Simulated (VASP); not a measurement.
VASP input:

File POSCAR:
```
CdF2
1
    0.0000000000     2.5977032426     2.5977032426
    2.5977032426     0.0000000000     2.5977032426
    2.5977032426     2.5977032426     0.0000000000
Cd F
1 2
Direct
  0.0000000000   0.0000000000   0.0000000000
  0.2500000000   0.2500000000   0.2500000000
  0.7500000000   0.7500000000   0.7500000000
```

### KPOINTS
```
Automatic
0
gamma
 7 7 7
```

### INCAR
```
ENCUT = 620
IBRION = 2   # conjugate gradients
PREC = Accurate
LCHARG = F
ISMEAR = 0   # Gaussian
SIGMA = 0.05   # width (eV)
EDIFFG = -0.02
LASPH = T
LREAL = F
NSW = 40   # most ionic steps
ISIF = 3
LWAVE = F
PSTRESS = 200
SYSTEM = CdF2
LMAXMIX = 4
EDIFF = 1E-6   # SCF stop (eV)
ALGO = Normal   # blocked Davidson
NELM = 100
```

POTCAR, in this order: Cd F (LDA.64 set). Program: vasp_std.

Task: Translate this LDA calculation to Quantum ESPRESSO's pw.x.

Result: One equivalent input (not run):
```
&CONTROL
  calculation = 'vc-relax'
  pseudo_dir = './pseudo'
  outdir = './out'
  tprnfor = .true.
  tstress = .true.
  nstep = 40
  forc_conv_thr = 0.00078
/
&SYSTEM
  ibrav = 0
  nat = 3
  ntyp = 2
  ecutwfc = 102
  occupations = 'smearing'
  smearing = 'gaussian'
  degauss = 0.003675
  input_dft = 'pz'
/
&ELECTRONS
  conv_thr = 7.3e-08
  electron_maxstep = 100
/
&IONS
/
&CELL
  press = 200
/
ATOMIC_SPECIES
  Cd 112.414 Cd.upf
  F 18.998 F.upf
CELL_PARAMETERS angstrom
     0.0000000    2.5977032    2.5977032
     2.5977032    0.0000000    2.5977032
     2.5977032    2.5977032    0.0000000
ATOMIC_POSITIONS crystal
  Cd   0.0000000  0.0000000  0.0000000
  F    0.2500000  0.2500000  0.2500000
  F    0.7500000  0.7500000  0.7500000
K_POINTS automatic
  7 7 7 0 0 0
```
Limits of the translation: the potentials are each code's own (VASP's PAW set, PseudoDojo norm-conserving files in pw.x), so ENCUT and ecutwfc are chosen apart and not converted; conv_thr bounds pw.x's estimated SCF error, while EDIFF bounds the energy change between steps; forc_conv_thr acts on force components and is met together with etot_conv_thr.

The compound is CdF2 in the fluorite structure. This run relaxes it under an external pressure of 20 GPa. Symmetry was kept, so distortions that lower it aren't found.
